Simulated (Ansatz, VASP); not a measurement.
# Cross-check of SnSe2 between VASP and Ansatz

One calculation is typed for both programs; each brings its own data sets. How far apart do they land? The cell is taken from a series of runs on this material, whose earlier steps may have relaxed, scaled, displaced or heated it; both programs get it as it stands.

Main program and level: Ansatz 0.2.0; plane waves, with VASP 6.6.1 beside it; PBE.

## 1. The structure

The cell holds 3 atoms: 1 Sn and 2 Se. Its edges and angles: a = 3.946 Å, b = 3.946 Å, c = 30.460 Å, α = 90.0°, β = 90.0°, γ = 120.0°. Vacuum lies along c.

Structure file:

```cif
data_structure
_symmetry_space_group_name_H-M 'P 1'
_symmetry_Int_Tables_number 1
_cell_length_a 3.9460
_cell_length_b 3.9460
_cell_length_c 30.4600
_cell_angle_alpha 90.000
_cell_angle_beta 90.000
_cell_angle_gamma 120.000
_cell_volume 410.74
loop_
_atom_site_label
_atom_site_type_symbol
_atom_site_fract_x
_atom_site_fract_y
_atom_site_fract_z
_atom_site_occupancy
Sn1 Sn 0.33333 0.66667 0.32830 1
Se2 Se 0.66667 0.33333 0.38455 1
Se3 Se 0.66667 0.33333 0.27205 1
```

## 2. VASP: zone-centre phonons, PBE

Second derivatives magnify differences that forces hide, and they need a tight electronic threshold.

Lines of VASP's logs that name or quote its potential files are left out, and so is its time.

Input file INCAR:

```
SYSTEM = SnSe2
PREC = Accurate
ENCUT = 500
EDIFF = 1E-08
NELM = 120
ISMEAR = 0
SIGMA = 0.1
LREAL = .FALSE.
ALGO = Normal
GGA = PE
NBANDS = 19
LORBIT = 11
LWAVE = .FALSE.
LCHARG = .FALSE.
ISIF = 2
IBRION = 8
LASPH = .TRUE.
GGA_COMPAT = .FALSE.
EFERMI = MIDGAP
NELMDL = -8
KPAR = 2
```

Input file POSCAR:

```
SnSe2
1.0
    3.9459626867      0.0000000000      0.0000000000
   -1.9729813433      3.4173039291      0.0000000000
    0.0000000000      0.0000000000     30.4600000000
Sn Se
1 2
Direct
    0.3333333333      0.6666666667      0.3282994091
    0.6666666666      0.3333333334      0.3845473351
    0.6666666666      0.3333333334      0.2720514832
```

Input file KPOINTS:

```
Automatic mesh
0
Gamma
12 12 1
0 0 0
```

Potentials, in the order of the species: Sn_d and Se (PBE family, release 64).

Run with:

```console
$ mpirun -np 2 vasp_std
```

Numbers of over 12 decimals in the logs are rounded to 6 here.

Log:

```text
[banner, memory and clock lines left out]
running    2 mpi-ranks, on    1 nodes
 distrk:  each k-point on    1 cores,    2 groups
 distr:  one band on    1 cores,    1 groups

 POSCAR found type information on POSCAR SnSe
 POSCAR found :  2 types and       3 ions
 LDA part: xc-table for (Slater+PW92), standard interpolation
 POSCAR, INCAR and KPOINTS ok, starting setup
 FFT: planning ... GRIDC
 FFT: planning ... GRID_SOFT
 FFT: planning ... GRID
 WAVECAR not read
 entering main loop
       N       E                     dE             d eps       ncg     rms          rms(c)
DAV:   1     0.170810618681E+03    0.17081E+03   -0.99440E+03   874   0.965E+02
DAV:   2     0.103927639378E+02   -0.16042E+03   -0.15735E+03   981   0.208E+02
DAV:   3    -0.107087727961E+02   -0.21102E+02   -0.20828E+02   909   0.846E+01
DAV:   4    -0.113544265765E+02   -0.64565E+00   -0.64456E+00   935   0.183E+01
DAV:   5    -0.113671611096E+02   -0.12735E-01   -0.12734E-01  1028   0.275E+00
DAV:   6    -0.113673817551E+02   -0.22065E-03   -0.22065E-03   955   0.306E-01
DAV:   7    -0.113673939371E+02   -0.12182E-04   -0.12182E-04  1064   0.586E-02
DAV:   8    -0.113673940319E+02   -0.94870E-07   -0.94516E-07   976   0.536E-03    0.417E+00
DAV:   9    -0.109920499553E+02    0.37534E+00   -0.94089E-01  1003   0.835E+00    0.267E+00
DAV:  10    -0.109778003933E+02    0.14250E-01   -0.22044E-01   810   0.253E+00    0.705E-01
DAV:  11    -0.109759418819E+02    0.18585E-02   -0.20808E-02   842   0.127E+00    0.296E-01
DAV:  12    -0.109765259801E+02   -0.58410E-03   -0.26854E-03   764   0.361E-01    0.909E-02
DAV:  13    -0.109765375812E+02   -0.11601E-04   -0.15581E-04  1057   0.925E-02    0.396E-02
DAV:  14    -0.109766226156E+02   -0.85034E-04   -0.79070E-05   785   0.512E-02    0.110E-02
[...]
DAV:  19    -0.109766805251E+02   -0.10320E-04   -0.32886E-07   755   0.136E-03    0.437E-04
DAV:  20    -0.109766867416E+02   -0.62165E-05   -0.22544E-07   688   0.112E-03    0.428E-04
DAV:  21    -0.109766877762E+02   -0.10346E-05   -0.17894E-08   794   0.437E-04    0.152E-04
DAV:  22    -0.109766882838E+02   -0.50764E-06   -0.45064E-09   678   0.214E-04    0.663E-05
DAV:  23    -0.109766885286E+02   -0.24474E-06   -0.28428E-09   759   0.235E-04    0.573E-05
DAV:  24    -0.109766885637E+02   -0.35170E-07    0.17653E-09   691   0.991E-05    0.138E-05
DAV:  25    -0.109766885826E+02   -0.18874E-07    0.17081E-09   669   0.581E-05    0.128E-05
DAV:  26    -0.109766885864E+02   -0.38244E-08    0.19514E-09   546   0.306E-05
   1 F= -.10976689E+02 E0= -.10975151E+02  d E =-.307449E-02
 Linear response reoptimize wavefunctions to high precision
DAV:   1    -0.109766885888E+02   -0.23456E-08    0.19652E-09   633   0.219E-05
DAV:   2    -0.109766885888E+02    0.14552E-10    0.19727E-09   502   0.101E-05
DAV:   3    -0.109766885888E+02    0.12733E-10    0.19719E-09   460   0.625E-06
 Linear response DOF=           4
 Linear response progress:
  Degree of freedom:   1/  4
       N       E                     dE             d eps       ncg     rms          rms(c)
RMM:   1    -0.209374241897E+00   -0.20937E+00    0.62604E-01  3307   0.129E+01
RMM:   2    -0.214439642270E+00   -0.50654E-02   -0.14704E-02  4964   0.892E-01    0.727E-02
RMM:   3    -0.214266162934E+00    0.17348E-03   -0.14017E-03  5354   0.249E-01    0.371E-02
RMM:   4    -0.213974446657E+00    0.29172E-03   -0.13371E-04  5478   0.836E-02    0.198E-02
RMM:   5    -0.213796876499E+00    0.17757E-03   -0.24596E-05  5308   0.355E-02    0.524E-03
RMM:   6    -0.213784780375E+00    0.12096E-04   -0.30584E-06  5896   0.141E-02    0.233E-03
RMM:   7    -0.213795500168E+00   -0.10720E-04   -0.30640E-07  5762   0.583E-03    0.425E-04
RMM:   8    -0.213795238724E+00    0.26144E-06    0.13753E-07  6094   0.240E-03    0.245E-04
RMM:   9    -0.213797062745E+00   -0.18240E-05    0.40929E-07  5803   0.106E-03    0.614E-05
RMM:  10    -0.213797568432E+00   -0.50569E-06    0.14122E-07  6256   0.487E-04    0.326E-05
RMM:  11    -0.213797764088E+00   -0.19566E-06    0.14971E-07  6143   0.231E-04    0.153E-05
RMM:  12    -0.213797824605E+00   -0.60518E-07    0.69646E-08  6267   0.113E-04    0.595E-06
RMM:  13    -0.213797871328E+00   -0.46722E-07    0.26895E-08  6041   0.576E-05    0.173E-06
RMM:  14    -0.213797860866E+00    0.10461E-07    0.21595E-08  6030   0.303E-05    0.108E-06
RMM:  15    -0.213797864504E+00   -0.36380E-08    0.11386E-08  4764   0.163E-05    0.340E-07
 first order change of Fermi-energy  -0.12810E-04
 force on displaced ion       1 direction 1 :  -3.364  -0.000   0.000
 Linear response progress:
  Degree of freedom:   2/  4
       N       E                     dE             d eps       ncg     rms          rms(c)
RMM:   1    -0.235576038268E+00   -0.23558E+00    0.72643E-01   857   0.132E+01
RMM:   2    -0.239322996478E+00   -0.37470E-02   -0.16734E-02  1280   0.928E-01    0.107E-01
RMM:   3    -0.238414592707E+00    0.90840E-03   -0.21326E-03  1388   0.292E-01    0.836E-02
RMM:   4    -0.237852871420E+00    0.56172E-03   -0.31802E-04  1399   0.113E-01    0.420E-02
RMM:   5    -0.237257123713E+00    0.59575E-03   -0.11290E-04  1367   0.773E-02    0.143E-02
RMM:   6    -0.237157174982E+00    0.99949E-04   -0.10860E-05  1464   0.333E-02    0.722E-03
RMM:   7    -0.237217480068E+00   -0.60305E-04   -0.22339E-06  1381   0.130E-02    0.167E-03
RMM:   8    -0.237215297274E+00    0.21828E-05   -0.34366E-07  1449   0.524E-03    0.112E-03
RMM:   9    -0.237224921962E+00   -0.96247E-05    0.30682E-08  1416   0.249E-03    0.288E-04
RMM:  10    -0.237226787209E+00   -0.18652E-05   -0.24798E-09  1463   0.117E-03    0.165E-04
RMM:  11    -0.237228966878E+00   -0.21797E-05   -0.19095E-08  1412   0.812E-04    0.158E-04
RMM:  12    -0.237228182395E+00    0.78448E-06    0.91184E-08  1459   0.403E-04    0.109E-04
RMM:  13    -0.237227206507E+00    0.97589E-06    0.41285E-08  1435   0.378E-04    0.245E-05
RMM:  14    -0.237227324411E+00   -0.11790E-06    0.12576E-07  1516   0.100E-04    0.107E-05
RMM:  15    -0.237227265640E+00    0.58771E-07   -0.19944E-08  1463   0.515E-05    0.702E-06
RMM:  16    -0.237227302128E+00   -0.36487E-07    0.14184E-08  1512   0.220E-05    0.422E-06
RMM:  17    -0.237227388672E+00   -0.86545E-07    0.89824E-09  1410   0.216E-05    0.408E-06
RMM:  18    -0.237227362855E+00    0.25818E-07    0.94456E-09  1451   0.746E-06    0.211E-06
RMM:  19    -0.237227367358E+00   -0.45035E-08    0.50196E-09  1275   0.885E-06    0.164E-06
 first order change of Fermi-energy  -0.62749E-04
 force on displaced ion       1 direction 3 :   0.000  -0.000 -11.310
 Linear response progress:
  Degree of freedom:   3/  4
       N       E                     dE             d eps       ncg     rms          rms(c)
RMM:   1    -0.792886074226E-01   -0.79289E-01    0.63073E-02  6452   0.131E+00
RMM:   2    -0.792874355794E-01    0.11718E-05   -0.22821E-03  4783   0.249E-01    0.100E-01
RMM:   3    -0.794943303619E-01   -0.20689E-03   -0.18602E-04  5293   0.750E-02    0.511E-02
RMM:   4    -0.798454589095E-01   -0.35113E-03   -0.78110E-05  5376   0.492E-02    0.786E-03
RMM:   5    -0.798684360499E-01   -0.22977E-04   -0.68112E-06  5686   0.172E-02    0.277E-03
RMM:   6    -0.798703890529E-01   -0.19530E-05   -0.56759E-07  5887   0.381E-03    0.146E-03
RMM:   7    -0.798776128376E-01   -0.72238E-05   -0.19928E-07  5544   0.156E-03    0.316E-04
RMM:   8    -0.798800735732E-01   -0.24607E-05   -0.45069E-08  5936   0.504E-04    0.982E-05
RMM:   9    -0.798798139659E-01    0.25961E-06    0.28926E-07  5905   0.190E-04    0.228E-05
RMM:  10    -0.798798965428E-01   -0.82577E-07   -0.10869E-07  6444   0.586E-05    0.132E-05
RMM:  11    -0.798800133937E-01   -0.11685E-06    0.13103E-08  5784   0.224E-05    0.574E-06
RMM:  12    -0.798800415219E-01   -0.28128E-07    0.33397E-08  5628   0.114E-05    0.193E-06
RMM:  13    -0.798800360161E-01    0.55058E-08   -0.80670E-09  5493   0.362E-06    0.781E-07
 first order change of Fermi-energy  -0.20266E-04
 force on displaced ion       2 direction 1 :   0.605  -0.000  -0.000
 Linear response progress:
  Degree of freedom:   4/  4
       N       E                     dE             d eps       ncg     rms          rms(c)
RMM:   1    -0.113840577964E+00   -0.11384E+00    0.57137E-02  1568   0.137E+00
RMM:   2    -0.111513041339E+00    0.23275E-02   -0.31744E-03  1313   0.263E-01    0.865E-02
RMM:   3    -0.111311624682E+00    0.20142E-03   -0.28525E-04  1401   0.859E-02    0.460E-02
RMM:   4    -0.111243040879E+00    0.68584E-04   -0.80181E-05  1396   0.409E-02    0.275E-02
RMM:   5    -0.111226385759E+00    0.16655E-04   -0.29458E-05  1414   0.291E-02    0.842E-03
RMM:   6    -0.111234180678E+00   -0.77949E-05   -0.20735E-06  1427   0.939E-03    0.407E-03
RMM:   7    -0.111240688750E+00   -0.65081E-05   -0.60809E-07  1350   0.435E-03    0.549E-04
RMM:   8    -0.111240621444E+00    0.67306E-07   -0.59084E-08  1412   0.155E-03    0.331E-04
RMM:   9    -0.111243011509E+00   -0.23901E-05   -0.13324E-07  1357   0.125E-03    0.193E-04
RMM:  10    -0.111244482279E+00   -0.14708E-05   -0.29220E-08  1460   0.582E-04    0.114E-04
RMM:  11    -0.111245947235E+00   -0.14650E-05   -0.13462E-07  1436   0.426E-04    0.759E-05
RMM:  12    -0.111246342966E+00   -0.39573E-06    0.24057E-07  1409   0.243E-04    0.309E-05
RMM:  13    -0.111246485110E+00   -0.14214E-06   -0.44455E-07  1511   0.156E-04    0.210E-05
RMM:  14    -0.111246469712E+00    0.15398E-07    0.20970E-08  1392   0.976E-05    0.106E-05
RMM:  15    -0.111246494244E+00   -0.24532E-07    0.18764E-08  1531   0.495E-05    0.593E-06
RMM:  16    -0.111246512686E+00   -0.18442E-07   -0.27446E-08  1445   0.300E-05    0.323E-06
RMM:  17    -0.111246525190E+00   -0.12504E-07   -0.17489E-09  1426   0.192E-05    0.154E-06
RMM:  18    -0.111246529993E+00   -0.48029E-08    0.85556E-09  1462   0.106E-05    0.109E-06
 first order change of Fermi-energy  -0.25460E+00
 force on displaced ion       2 direction 3 :  -0.000   0.000  -8.423
 Linear response finished
```

From OUTCAR (step 2):

```text
ion  position               nearest neighbor table
   1  0.333  0.667  0.328-   3 2.85   3 2.85   3 2.85   2 2.85   2 2.85   2 2.85
   2  0.667  0.333  0.385-   1 2.85   1 2.85   1 2.85
   3  0.667  0.333  0.272-   1 2.85   1 2.85   1 2.85

  LATTYP: Found a hexagonal cell.
 ALAT       =     3.9459626867
 C/A-ratio  =     7.7192823193

 Subroutine GETGRP returns: Found 12 space group operations
 (whereof  6 operations were pure point group operations)

The static configuration has the point symmetry C_3v.
 The point group associated with its full space group is D_3h.

 Found     19 irreducible k-points:

   k-points           NKPTS =     19   k-points in BZ     NKDIM =     19   number of bands    NBANDS=     19

   dimension x,y,z NGX =    30 NGY =   30 NGZ =  224
   dimension x,y,z NGXF=    60 NGYF=   60 NGZF=  448

   ENCUT  =  500.0 eV  36.75 Ry    6.06 a.u.   7.19  7.19 55.54*2*pi/ulx,y,z

   NELECT =      26.0000    total number of electrons

 k-points in reciprocal lattice and weights: Automatic mesh
   0.00000000  0.00000000  0.00000000       0.007
   0.08333333 -0.00000000  0.00000000       0.042
   0.16666667 -0.00000000  0.00000000       0.042
   0.25000000 -0.00000000  0.00000000       0.042
   0.33333333 -0.00000000  0.00000000       0.042
   0.41666667 -0.00000000  0.00000000       0.042
   0.50000000 -0.00000000  0.00000000       0.021
   0.08333333  0.08333333  0.00000000       0.042
   0.16666667  0.08333333  0.00000000       0.083
[...]
0.33333333  0.25000000  0.00000000       0.083
   0.33333333  0.33333333  0.00000000       0.014

 average (electrostatic) potential at core
       1-111.2075       2 -61.6202       3 -61.6202

  Total       -2.5081757     -2.5081757      0.0279156     -0.0000000     -0.0000000      0.0000000
  in kB       -9.7836759     -9.7836759      0.1088906     -0.0000000     -0.0000000      0.0000000
  external PRESSURE =      -6.4861537 kB  Pullay stress =       0.0000000 kB

  energy-cutoff  :      500.00
  volume of cell :      410.74
      direct lattice vectors                 reciprocal lattice vectors
     3.945962687  0.000000000  0.000000000     0.253423582  0.146314174  0.000000000
    -1.972981343  3.417303929  0.000000000     0.000000000  0.292628347  0.000000000
     0.000000000  0.000000000 30.460000000     0.000000000  0.000000000  0.032829941

 POSITION                                       TOTAL-FORCE (eV/Angst)
 -----------------------------------------------------------------------------------
     -0.00000      2.27820     10.00000        -0.000000      0.000000      0.000000
      1.97298      1.13910     11.71331         0.000000      0.000000      0.011907
      1.97298      1.13910      8.28669        -0.000000     -0.000000     -0.011907
 -----------------------------------------------------------------------------------
    total drift:                                0.000000     -0.000000      0.000091

 Eigenvectors and eigenvalues of the dynamical matrix
 ----------------------------------------------------

   1 f  =    6.385528 THz    40.121458 2PiTHz  212.998301 cm-1    26.408412 meV
             X         Y         Z           dx          dy          dz
     -0.000000  2.278203 10.000000    -0.000000   -0.000000   -0.755698
      1.972981  1.139101 11.713312     0.000000    0.000000    0.463098
      1.972981  1.139101  8.286688     0.000000    0.000000    0.463098

   2 f  =    5.886888 THz    36.988409 2PiTHz  196.365452 cm-1    24.346202 meV
             X         Y         Z           dx          dy          dz
     -0.000000  2.278203 10.000000    -0.000000   -0.000000   -0.000000
      1.972981  1.139101 11.713312     0.000000   -0.000000    0.707107
      1.972981  1.139101  8.286688     0.000000   -0.000000   -0.707107

   3 f  =    3.474816 THz    21.832911 2PiTHz  115.907376 cm-1    14.370677 meV
             X         Y         Z           dx          dy          dz
     -0.000000  2.278203 10.000000     0.362173    0.665160    0.000000
      1.972981  1.139101 11.713312    -0.220800   -0.405517    0.000000
      1.972981  1.139101  8.286688    -0.220800   -0.405517    0.000000

   4 f  =    3.474816 THz    21.832911 2PiTHz  115.907376 cm-1    14.370677 meV
             X         Y         Z           dx          dy          dz
     -0.000000  2.278203 10.000000     0.665160   -0.362173   -0.000000
      1.972981  1.139101 11.713312    -0.405517    0.220800   -0.000000
      1.972981  1.139101  8.286688    -0.405517    0.220800   -0.000000

   5 f/i=    0.001349 THz     0.008474 2PiTHz    0.044986 cm-1     0.005577 meV
             X         Y         Z           dx          dy          dz
     -0.000000  2.278203 10.000000     0.000000   -0.000000    0.654920
      1.972981  1.139101 11.713312     0.000000   -0.000000    0.534359
      1.972981  1.139101  8.286688     0.000000   -0.000000    0.534359

   6 f/i=    0.009608 THz     0.060370 2PiTHz    0.320495 cm-1     0.039736 meV
             X         Y         Z           dx          dy          dz
     -0.000000  2.278203 10.000000     0.360208   -0.544650   -0.000000
      1.972981  1.139101 11.713312     0.295421   -0.446688   -0.000000
      1.972981  1.139101  8.286688     0.295421   -0.446688   -0.000000

   7 f/i=    0.009608 THz     0.060370 2PiTHz    0.320495 cm-1     0.039736 meV
             X         Y         Z           dx          dy          dz
     -0.000000  2.278203 10.000000     0.544650    0.360208    0.000000
      1.972981  1.139101 11.713312     0.446688    0.295421    0.000000
      1.972981  1.139101  8.286688     0.446688    0.295421    0.000000

   8 f/i=    2.982336 THz    18.738573 2PiTHz   99.480036 cm-1    12.333947 meV
             X         Y         Z           dx          dy          dz
     -0.000000  2.278203 10.000000    -0.000000   -0.000000    0.000000
      1.972981  1.139101 11.713312     0.621024   -0.338126   -0.000000
      1.972981  1.139101  8.286688    -0.621024    0.338126    0.000000

   9 f/i=    2.982336 THz    18.738573 2PiTHz   99.480036 cm-1    12.333947 meV
             X         Y         Z           dx          dy          dz
     -0.000000  2.278203 10.000000     0.000000    0.000000   -0.000000
      1.972981  1.139101 11.713312    -0.338126   -0.621024    0.000000
      1.972981  1.139101  8.286688     0.338126    0.621024    0.000000

 ELASTIC MODULI CONTR FROM IONIC RELAXATION (kBar)
 Direction    XX          YY          ZZ          XY          YZ          ZX
 --------------------------------------------------------------------------------
 XX          -1.7344     -1.4418    -20.1912     -0.0000     -0.0000     -0.0000
 YY          -1.4418     -1.7344    -20.1912     -0.0000     -0.0000     -0.0000
 ZZ         -20.1912    -20.1912   -256.7158     -0.0000     -0.0000     -0.0000
 XY          -0.0000     -0.0000     -0.0000     -0.1463     -0.0000      0.0000
 YZ          -0.0000     -0.0000     -0.0000     -0.0000      0.0000     -0.0000
 ZX          -0.0000     -0.0000     -0.0000      0.0000     -0.0000      0.0000
 --------------------------------------------------------------------------------
```

The gap is read on the k-mesh alone, so it is an upper bound where the band edges lie off the mesh. Energies printed during the response cycles are not total energies of the cell. The gap is under twice the smearing width, so the edge states are partly filled and the run can't tell a small gap from a semimetal.

[end of part 1 of 2]

[Lines on the potential files, build, host, timing and source positions are cut from VASP's logs without a mark.]

[Logs are printed without paths, hosts, clocks, repeated set-up lines and the standing remarks that a program may print on its own settings, such as how far it seeks lower states.]

[Hosts, paths, dates, database ids (printed as entryN), source tags and the programs' standing remarks are cut or masked in the printed files.]
